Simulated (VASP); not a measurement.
```
CELL_PARAMETERS angstrom
      0.00000     2.46126     2.46126
      2.46126     0.00000     2.46126
      2.46126     2.46126     0.00000
ATOMIC_POSITIONS crystal
  Be 0.00000 0.00000 0.00000
  S  0.25000 0.25000 0.25000
```

These are PBE GGA with D4 dispersion, VASP's PBE PAW potentials (set 64) (plane waves; VASP) values and carry that method's errors. Settings: 520 eV cut-off, 9×9×9 Γ-centred mesh, Gaussian smearing of 0.050 eV, potentials Be S.

Predict the energy per atom (σ→0), pressure.

- energy per atom (σ→0): -5.256 eV/atom
- pressure: -5.18 GPa

The absolute energy has meaning only against runs of the same code, potentials and settings.

The compound is BeS in the zinc blende structure. This cell is one point of a volume scan, at 1.06 of the reference volume.
